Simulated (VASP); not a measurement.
Pb:

```
CELL_PARAMETERS angstrom
0.00000 2.46500 2.46500
2.46500 0.00000 2.46500
2.46500 2.46500 0.00000
ATOMIC_POSITIONS crystal
Pb 0.00000 0.00000 0.00000
```

The cell was built by a generator and needn't be a form met in nature.

```yaml
Program: VASP 6.6.1
Task: relaxation of cell and atoms
Functional: r2SCAN
Potentials_or_basis: VASP PAW PBE potentials, release 64 (Pb_d)
Cutoff: 600 eV
k_mesh: 14 × 14 × 14
Occupations: methfessel-paxton, width 0.1 eV
Spin: no spin polarisation
```

At the start: pressure 1.9 GPa; volume 29.96 Å³/atom.

Task: Where does the relaxation end?

Result: Over 3 steps the energy falls by 7.2 meV/atom and the volume is 31.18 Å³/atom (+4.1 %); space group Fm-3m (No. 225, to 0.05 Å).

The path:
```csv
step,energy change (eV),largest force (eV/Å),pressure (GPa),volume (Å³)
1,0.0000,0.0000,1.95,29.96
2,-0.0066,0.0000,-0.52,31.56
3,-0.0072,0.0000,0.01,31.18
```

Final structure:
```xyz
1
Lattice="0.0000 2.4981 2.4981 2.4981 0.0000 2.4981 2.4981 2.4981 0.0000" Properties=species:S:1:pos:R:3 pbc="T T T"
Pb    0.0000    0.0000    0.0000
```

Caveat: the PAW data sets were made with another functional, which shifts forces and pressure a little.
